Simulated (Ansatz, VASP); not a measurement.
# NbAs in two plane-wave programs, part 2 of 2

Aim: how closely do two programs agree when they are given the same cell, functional and k mesh? The cell is taken from a series of runs on this material, whose earlier steps may have relaxed, scaled, displaced or heated it; both programs get it as it stands.

VASP 6.6.1 and Ansatz 0.2.0.

So far. Step 2 (VASP: single point, PBEsol): The run ends at a pressure of -2.43 GPa, with forces up to 0.29 eV/Å.

### Step 3. Ansatz: single point, PBEsol

Level of this step: Ansatz beside VASP: Kohn-Sham DFT, plane waves, PBEsol (Ansatz).

Ansatz runs on PAW files that the input asks for by source.

The same cell, functional, mesh and smearing now go to Ansatz, which takes its cutoff from its data sets.

Input file input.yaml:

```yaml
crystal:
  lattice:
    - [6.9034, 0.0, 0.0]
    - [0.0, 6.9034, 0.0]
    - [-1.72585, 1.72585, 5.84]
  atoms:
    - { symbol: Nb, position: [0.0, 0.0, 0.0] }
    - { symbol: Nb, position: [0.5, 0.0, 0.0] }
    - { symbol: Nb, position: [0.0, 0.5, 0.0] }
    - { symbol: Nb, position: [0.5, 0.5, 0.0] }
    - { symbol: Nb, position: [0.125, 0.125, 0.5] }
    - { symbol: Nb, position: [0.625, 0.125, 0.5] }
    - { symbol: Nb, position: [0.125, 0.625, 0.5] }
    - { symbol: Nb, position: [0.625, 0.625, 0.5] }
    - { symbol: As, position: [0.208, 0.792, 0.832] }
    - { symbol: As, position: [0.708, 0.792, 0.832] }
    - { symbol: As, position: [0.208, 0.292, 0.832] }
    - { symbol: As, position: [0.708, 0.292, 0.832] }
    - { symbol: As, position: [0.333, 0.917, 0.332] }
    - { symbol: As, position: [0.833, 0.917, 0.332] }
    - { symbol: As, position: [0.333, 0.417, 0.332] }
    - { symbol: As, position: [0.833, 0.417, 0.332] }
kpoints:
  mp_grid: { grid: [6, 6, 6] }
scf:
  occupations: { method: fermi_dirac, width: 0.08 }
  n_extra_bands: 12
hamiltonian:
  xc: pbesol
  pseudopotentials: { kind: paw, source: ansatz }
output:
  forces: true
  core_levels:
    shells: { Nb: ["3d"] }
    counted_from: fermi_level
    add_spin: false
```

On the command line:

```sh
ansatz run input.yaml --threads 4 --pin off --max-ram 14336MiB --backend cpu --events-out ev --progress --plain --runs-dir out
```

Numbers of over 12 decimals in the logs are rounded to 6 here.

Log:

```text
scf.n_extra_bands = 12 over 112 filled bands (N_el = 224.0): the run solves 124 bands
Engine: ansatz 0.2.0, aarch64-unknown-linux-gnu
Pseudopotentials: kind: paw
Pseudopotential: Nb, paw, valence charge 13, recommended cutoff 708 eV (normal), Nb.paw.azcp
Pseudopotential: As, paw, valence charge 15, recommended cutoff 550 eV (normal), As.paw.azcp
Functional definition: PBEsol
  exchange = pbesol_x
  correlation = pbesol_c
Crystal: 16 atoms, lattice volume = 278.316 Å³
Basis set: ecut = 708 eV, 11915 PW (Γ), exchange–correlation on 120×120×120 points (8 copies of the dense FFT grid, shifted against one another)
Bands: 124, of which v1, the nominal top of the filled ones, is band 112 counted from 1 (111 counted from 0)
Symmetry: 8 space group operations
Space group: I41md (ITA 109), of the structure as read, at distance tolerance 6.5e-5 Å
k-points: 68 of 216 (time reversal used)
Non-local potential: Nb, projectors of the file, l = 0: 3, l = 1: 3, l = 2: 3, l = 3: 2
Non-local potential: As, projectors of the file, l = 0: 2, l = 1: 2, l = 2: 3, l = 3: 1
PAW form: soft (Blöchl's): semilocal exchange-correlation on the pseudo side does not see the compensation charge
PAW frozen core: Nb, regenerated for the run's functional, and the local potential with it (the file was generated under x = pbe(κ = 0.804, μ = 0.219515), c = pbe(β = 0.066725))
PAW frozen core: As, regenerated for the run's functional, and the local potential with it (the file was generated under x = pbe(κ = 0.804, μ = 0.219515), c = pbe(β = 0.066725))
PAW one-centre angular grid: Nb, 590 points (default); XC on 64 Gauss nodes
PAW one-centre angular grid: As, 590 points (default); XC on 64 Gauss nodes
Initial density: superposition of atomic densities (chi_scale 0.1, normalization cell, long waves kept (reshape's long-wave potential 0.00 eV rms))
Initial wavefunctions: pseudopotential atomic-orbital guess
Functional: x = pbesol(κ = 0.804, μ = 0.123457), c = pbesol(β = 0.046)
SCF iter   1: F=—  HF=-74553.978176 eV  |F-HF|=—  |Δ(HF+E_count)|=         —  Δρ=5.78e-2  dr2=8.87e0  ethr=3.10e-3  ⟨swp⟩=5.9  Hψ=31368  notcnv=0
preconditioner: auto → Kerker (q_TF=auto, 2.631 Å⁻¹)  [metal: Δε(μ)=0.069 eV  Ē_g=6.414 eV  σ=0.080 eV  W_gap=0.21  n_scr=86 (ndim 8)  ℏωp=19.9 eV  f_vac=0.000  D(μ)=2.25/eV (n_scr^D=6)]
SCF iter   2: F=—  HF=-74551.561815 eV  |F-HF|=—  |Δ(HF+E_count)|=    2.42e0  Δρ=3.15e-2  dr2=2.37e0  ethr=3.10e-3  ⟨swp⟩=2.0  Hψ=11752  notcnv=0
SCF iter   3: F=—  HF=-74550.675303 eV  |F-HF|=—  |Δ(HF+E_count)|=   8.87e-1  Δρ=7.60e-3  dr2=1.66e-1  ethr=1.06e-3  ⟨swp⟩=2.1  Hψ=11219  notcnv=0
SCF iter   4: F=—  HF=-74550.624441 eV  |F-HF|=—  |Δ(HF+E_count)|=   5.09e-2  Δρ=1.30e-3  dr2=5.70e-3  ethr=7.41e-5  ⟨swp⟩=2.0  Hψ=16328  notcnv=0
SCF iter   5: F=—  HF=-74550.612110 eV  |F-HF|=—  |Δ(HF+E_count)|=   1.23e-2  Δρ=6.67e-4  dr2=1.38e-3  ethr=2.55e-6  ⟨swp⟩=2.0  Hψ=15663  notcnv=0
SCF iter   6: F=—  HF=-74550.611791 eV  |F-HF|=—  |Δ(HF+E_count)|=   3.19e-4  Δρ=1.46e-4  dr2=7.60e-5  ethr=6.17e-7  ⟨swp⟩=2.0  Hψ=10668  notcnv=0
SCF iter   7: F=—  HF=-74550.611384 eV  |F-HF|=—  |Δ(HF+E_count)|=   4.07e-4  Δρ=3.42e-5  dr2=3.95e-6  ethr=3.39e-8  ⟨swp⟩=2.0  Hψ=15506  notcnv=0
SCF iter   8: F=-74550.611382 eV  HF=-74550.611382 eV  |F-HF|=2.84e-8  |Δ(HF+E_count)|=   1.96e-6  Δρ=5.43e-6  dr2=8.06e-8  ethr=4.46e-11  ⟨swp⟩=4.0  Hψ=40765  notcnv=0
SCF 1 converged in 8 iterations: F = -74550.611382 eV  dr2 = 8.06e-8
  greatest PAW one-centre occupation: 0.994 electrons in one spin orbital (limit 2), on the As atom at site 15 (counted from 0), in its partial waves of l = 2
── core hole 1/1: 3d of Nb 0 ──
── 3d of Nb 0: 202.297 eV over the cell without the hole, in 10 iterations ──
SCF converged after 8 iterations
Free energy (F): -74550.611382 eV
Harris-Foulkes:  -74550.611382 eV  (|F-HF|=2.84e-8)
Internal energy: -74550.546631 eV  (E = F + TS)
E sigma→0 (E₀):  -74550.579006 eV
Entropy (-TS):   -0.064751 eV (-4.047 meV/atom)
Fermi energy:    16.164690 eV
--- Per-component energies (eV) ---
  E_band       = -1960.872641
  E_kinetic    = 5144.446576
  E_local      = -25693.624410  (includes V_loc(G=0)·N_el)
  E_nonlocal   = 2814.689445
  E_hartree    = 8601.571065
  E_xc         = -2675.387685
  E_vxc        = -2641.470623  (∫ρ·V_xc dr)
  E_paw        = -37950.470940  (= ΣΔE_a)
  E_vpaw       = 1211.964308  (= ΣTr[D̂ρ^β])
  E_aug_tail   = 0.000066  (compensation charges beyond the density's cutoff)
  E_ewald      = -24801.007667
  E_core_change = 9.236919  (= ΣΔE_core)
  E_smearing   = -0.064751  (= −TS)
  E_closure    = 0.000000  (closes the sum)
  Σ components = -74550.611382   (vs F -74550.611382, Δ=0.00e0)
--- Forces (eV/Å), atoms counted from 1 ---
  atom   1  Nb    -0.00046631    -0.00042045    -0.28546706
  atom   2  Nb    -0.00046631    -0.00042045    -0.28546706
  atom   3  Nb    -0.00046631    -0.00042045    -0.28546706
  atom   4  Nb    -0.00046631    -0.00042045    -0.28546706
  atom   5  Nb     0.00042045     0.00046631    -0.28546706
  atom   6  Nb     0.00042045     0.00046631    -0.28546706
  atom   7  Nb     0.00042045     0.00046631    -0.28546706
  atom   8  Nb     0.00042045     0.00046631    -0.28546706
  atom   9  As     0.00011137     0.00006552     0.28547011
  atom  10  As     0.00011137     0.00006552     0.28547011
  atom  11  As     0.00011137     0.00006552     0.28547011
  atom  12  As     0.00011137     0.00006552     0.28547011
  atom  13  As    -0.00006552    -0.00011137     0.28547011
  atom  14  As    -0.00006552    -0.00011137     0.28547011
  atom  15  As    -0.00006552    -0.00011137     0.28547011
  atom  16  As    -0.00006552    -0.00011137     0.28547011
  max |Σ_I F_I| component: 2.44e-5 eV/Å
--- Band table (eV; the first three rows and the last of 68) ---
  k-point 0: bands = [... 108 lower, 15.5768, 15.5768, 16.1132, 16.1132, 16.2236, 16.2236, 16.9004, 17.3398, ... 8 higher]
  k-point 1: bands = [... 108 lower, 15.5911, 15.5911, 16.1316, 16.1316, 16.1764, 16.1764, 16.9357, 17.4363, ... 8 higher]
  k-point 2: bands = [... 108 lower, 15.5911, 15.5911, 16.1316, 16.1316, 16.1764, 16.1764, 17.0345, 17.3230, ... 8 higher]
  k-point 67: bands = [... 108 lower, 15.2612, 15.2612, 15.3682, 15.3682, 16.9323, 16.9323, 17.2892, 17.2892, ... 8 higher]
--- Core levels from the Fermi level (as output.core_levels.counted_from types it; a hole's nearest image at 6.3 Å) ---
  the holes have no spin, as output.core_levels.add_spin types it
  atom         alike  shell      binding/eV   shift/eV difference/eV images/eV   SCF
  Nb 0             8     3d         202.297     +0.000       202.297         –    10
  the dataset of Nb with a 3d hole: scattering error 0.011 eV; free atom: scalar-relativistic, large components (the file's core density is near none of the free atoms compared)
  the two lines of Nb's 3d: 3d3/2 +1.656 eV and 3d5/2 -1.104 eV off its levels, 2 : 3 in strength
```

### Step 4. Differences

Known differences besides the potentials themselves: the data sets hold 224 valence electrons in Ansatz (on PAW files that the input asks for by source) and 144 in VASP; the cutoff is 708 eV in Ansatz and 400 eV in VASP; Ansatz makes its cores anew for this functional, VASP keeps those of its PBE data sets. Total energies have different zeros and are not compared.

Forces on 7 of the 16 atoms, those with the largest forces and the largest differences (eV/Å; atoms numbered as in POSCAR):

| atom | Ansatz x, y, z | VASP x, y, z |
| --- | --- | --- |
| Nb1 | 0.000, 0.000, -0.285 | 0.000, 0.000, -0.289 |
| Nb2 | 0.000, 0.000, -0.285 | 0.000, 0.000, -0.289 |
| Nb3 | 0.000, 0.000, -0.285 | 0.000, 0.000, -0.289 |
| Nb4 | 0.000, 0.000, -0.285 | 0.000, 0.000, -0.289 |
| Nb5 | 0.000, 0.000, -0.285 | 0.000, 0.000, -0.289 |
| Nb6 | 0.000, 0.000, -0.285 | 0.000, 0.000, -0.289 |
| Nb7 | 0.000, 0.000, -0.285 | 0.000, 0.000, -0.289 |

The forces differ by 1.9 meV/Å r.m.s., which is 1.1 % of the r.m.s. force of 0.167 eV/Å (both taken over all components).

### Step 5. Summary of results

* r.m.s. force difference (single point, PBEsol): 1.9 meV/Å

The r.m.s. force difference is 1.9 meV/Å (single point, PBEsol), within the 12 meV/Å picked in this series as the mark of a large difference. The data sets hold unlike numbers of valence electrons (224 in Ansatz and 144 in VASP), so part of the differences comes from the potentials. How closely two codes agree says nothing of how well the functional describes the real material.

[Lines on the potential files, build, host, timing and source positions are cut from VASP's logs without a mark.]

[Logs are printed without paths, hosts, clocks, repeated set-up lines and the standing remarks that a program may print on its own settings, such as how far it seeks lower states.]

[Hosts, paths, dates, database ids (printed as entryN), source tags and the programs' standing remarks are cut or masked in the printed files.]
